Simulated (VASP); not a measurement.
Computed with PBEsol GGA, VASP's PBE PAW potentials (set 64) (plane waves; VASP).

A VASP calculation is set up with these files.

POSCAR:
```
BN
1.0
  2.5425746344   0.0000000000   0.0000000000
 -1.2712873172   2.2019343036   0.0000000000
  0.0000000000   0.0000000000   4.2054549576
B N
2 2
Cartesian
  1.2712885885   0.7339773672   4.2045665624
 -0.0000012713   1.4679569364   2.1018390836
  1.2712885885   0.7339773672   2.6292977437
 -0.0000012713   1.4679569364   0.5265702649
```

File KPOINTS:
```
k-points along high-symmetry lines
10
Line-mode
Reciprocal
  0.000000   0.000000   0.000000 ! GAMMA
  0.500000   0.000000   0.000000 ! M

  0.500000   0.000000   0.000000 ! M
  0.333333   0.333333   0.000000 ! K

  0.333333   0.333333   0.000000 ! K
  0.000000   0.000000   0.000000 ! GAMMA

  0.000000   0.000000   0.000000 ! GAMMA
  0.000000   0.000000   0.500000 ! A

  0.000000   0.000000   0.500000 ! A
  0.500000   0.000000   0.500000 ! L

  0.500000   0.000000   0.500000 ! L
  0.333333   0.333333   0.500000 ! H

  0.333333   0.333333   0.500000 ! H
  0.000000   0.000000   0.500000 ! A

  0.500000   0.000000   0.500000 ! L
  0.500000   0.000000   0.000000 ! M

  0.333333   0.333333   0.500000 ! H
  0.333333   0.333333   0.000000 ! K
```

### INCAR
```
# general
SYSTEM=BN
PREC  =Accurate
ENCUT =520   # plane-wave cut-off (eV)
LREAL =.FALSE.   # projection in real space or not
LASPH =.TRUE.
ICHARG=11   # fixed density

# electronic loop
EDIFF =1E-7   # SCF stop (eV)
NELM  =100   # most electronic steps
ALGO  =Normal   # blocked Davidson

# smearing
ISMEAR=0   # Gaussian
SIGMA =0.05

# functional
GGA   =PS   # PBEsol

# output
LWAVE =.FALSE.
LCHARG=.FALSE.
LORBIT=11   # lm-projected
```

POTCAR, in this order: B N (PBE.64 set). Program: vasp_std. Read from the step before: CHGCAR.

The resulting files:

### OUTCAR
```
 ion  position               nearest neighbor table
   1  0.667  0.333  1.000-   4 1.56   4 1.56   4 1.56   3 1.58
   2  0.333  0.667  0.500-   3 1.56   3 1.56   3 1.56   4 1.58
   3  0.667  0.333  0.625-   2 1.56   2 1.56   2 1.56   1 1.58
   4  0.333  0.667  0.125-   1 1.56   1 1.56   1 1.56   2 1.58
  LATTYP: Found a hexagonal cell.
 ALAT       =     2.5425746344
 C/A-ratio  =     1.6540143604
 Subroutine PRICEL returns:
 Original cell was already a primitive cell.
 Subroutine GETGRP returns: Found 12 space group operations
The static configuration has the point symmetry C_3v.
 The point group associated with its full space group is C_6v.
The dynamic configuration has the point symmetry C_3v.
 Subroutine INISYM returns: Found 12 space group operations
   k-points           NKPTS =     90   k-points in BZ     NKDIM =     90   number of bands    NBANDS=     12
   number of dos      NEDOS =    301   number of ions     NIONS =      4
   total plane-waves  NPLWV =  12800
   dimension x,y,z NGX =    20 NGY =   20 NGZ =   32
   dimension x,y,z NGXF=    40 NGYF=   40 NGZF=   64
   ions per type =               2   2
   PREC   = accura    normal or accurate (medium, high low for compatibility)
   ISTART =      0    job   : 0-new  1-cont  2-samecut
   ICHARG =     11    charge: 1-file 2-atom 10-const
   ISPIN  =      1    spin polarized calculation?
   LNONCOLLINEAR =      F non collinear calculations
   LSORBIT =      F    spin-orbit coupling
   INIWAV =      1    electr: 0-lowe 1-rand  2-diag
   ENCUT  =  520.0 eV  38.22 Ry    6.18 a.u.   4.73  4.73  7.82*2*pi/ulx,y,z
   NELM   =    100;   NELMIN=  2; NELMDL= -5     # of ELM steps
   EDIFF  = 0.1E-06   stopping-criterion for ELM
   LREAL  =      F    real-space projection
   NLSPLINE    = F    spline interpolate recip. space projectors
   LMAXMIX     =    2 max onsite mixed and CHGCAR
   VOSKOWN=      0    Vosko Wilk Nusair interpolation
   EDIFFG = 0.1E-05   stopping-criterion for IOM
   NSW    =      0    number of steps for IOM
   NBLOCK =      1;   KBLOCK =      1    inner block; outer block
   IBRION =     -1    ionic relax: 0-MD 1-quasi-New 2-CG
   NFREE  =      0    steps in history (QN), initial steepest desc. (CG)
...
```

### OSZICAR
```
       N       E                     dE             d eps       ncg     rms          rms(c)
DAV:   1     0.479865267002E+02    0.47987E+02   -0.86663E+03  2176   0.129E+03
DAV:   2    -0.324474249057E+02   -0.80434E+02   -0.73905E+02  3112   0.263E+02
DAV:   3    -0.349356330134E+02   -0.24882E+01   -0.24721E+01  2852   0.449E+01
DAV:   4    -0.349534066246E+02   -0.17774E-01   -0.17755E-01  2656   0.361E+00
DAV:   5    -0.349536750070E+02   -0.26838E-03   -0.26829E-03  2720   0.363E-01
DAV:   6    -0.349536834689E+02   -0.84618E-05   -0.84613E-05  2688   0.452E-02
DAV:   7    -0.349536838020E+02   -0.33313E-06   -0.33313E-06  2560   0.745E-03
DAV:   8    -0.349536838180E+02   -0.16023E-07   -0.16043E-07  2052   0.128E-03
   1 F= -.34953684E+02 E0= -.34953684E+02  d E =-.301188E-16
```

OUTCAR:
```
 val. band max:        7.5646721405   @ k =   0.0000   0.0000   0.0000

 cond. band min:      12.5216686498   @ k =   0.3333   0.3333   0.0000



 k-point     1 :       0.0000    0.0000    0.0000
  band No.  band energies     occupation
      1     -12.9064      2.00000
      2      -8.6850      2.00000
      3      -3.4804      2.00000
      4       5.4213      2.00000
      5       5.4213      2.00000
      6       7.2905      2.00000
      7       7.5646      2.00000
      8       7.5647      2.00000
      9      15.8893      0.00000
     10      15.8893      0.00000
     11      16.1254      0.00000
     12      17.0876      0.00000

 k-point     2 :       0.0556    0.0000    0.0000
  band No.  band energies     occupation
      1     -12.8386      2.00000
      2      -8.6325      2.00000
      3      -3.4132      2.00000
      4       5.0989      2.00000
      5       5.2883      2.00000
      6       7.2189      2.00000
      7       7.3047      2.00000
      8       7.4935      2.00000
      9      15.7453      0.00000
     10      16.0301      0.00000
     11      16.2728      0.00000
     12      17.3084      0.00000

 k-point     3 :       0.1111    0.0000    0.0000
  band No.  band energies     occupation
      1     -12.6359      2.00000
      2      -8.4779      2.00000
      3      -3.2125      2.00000
      4       4.2345      2.00000
      5       4.9355      2.00000
      6       6.5814      2.00000
      7       7.0229      2.00000
      8       7.2854      2.00000
      9      15.4890      0.00000
     10      16.4121      0.00000
     11      16.5145      0.00000
     12      17.9041      0.00000

 k-point     4 :       0.1667    0.0000    0.0000
  band No.  band energies     occupation
      1     -12.3012      2.00000
      2      -8.2312      2.00000
      3      -2.8819      2.00000
      4       3.0409      2.00000
      5       4.4603      2.00000
      6       5.5650      2.00000
      7       6.6865      2.00000
...
```

The density is held fixed in this step, so its total energy and stress have no physical meaning.

The structure comes from a computed database's BN entry (P6_3mc); how it stands against other phases isn't given here. It was relaxed first.
